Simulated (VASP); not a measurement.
KZnF$_{3}$ (cubic perovskite), at 0.96 of the tabulated volume:

```
CELL_PARAMETERS angstrom
      3.99526     0.00000     0.00000
      0.00000     3.99526     0.00000
      0.00000     0.00000     3.99526
ATOMIC_POSITIONS crystal
  K  0.00000 0.00000 0.00000
  Zn 0.50000 0.50000 0.50000
  F  0.50000 0.00000 0.50000
  F  0.00000 0.50000 0.50000
  F  0.50000 0.50000 0.00000
```

The lowest empty band near Γ, direction [100], from PBE with spin-orbit coupling in VASP (PAW); its two spin partners are averaged. The gap over the points computed is 3.89 eV, and the next band on that side lies 4.61 eV away at the edge.

Run with 520 eV cut-off, 6×6×6 Γ-centred mesh, Gaussian smearing of 0.050 eV, potentials K_sv Zn F.

```json
[
 {"distance from the edge in k (1/Å)": "0.025", "distance in energy (meV)": "5.3"},
 {"distance from the edge in k (1/Å)": "0.035", "distance in energy (meV)": "10.4"},
 {"distance from the edge in k (1/Å)": "0.050", "distance in energy (meV)": "21.2"},
 {"distance from the edge in k (1/Å)": "0.070", "distance in energy (meV)": "41.5"}
]
```

Task: Fit E(1 + αE) = ħ²k²/2m* (ħ²/2m0 = 3.810 eV Å²) and predict the row at 0.095 1/Å.

Result: The rows don't resolve α, so a parabola serves: the electron mass is m* = 0.450 m0, and so 76.5 meV. The run gave 76.1 meV, -0.4 meV from the fit.

Left out are points under 3 meV from the edge, since the levels carry 0.1 meV, and points farther than half the way to the next band.

The compound is KZnF3 in the cubic perovskite structure. The cell was not relaxed at this level.
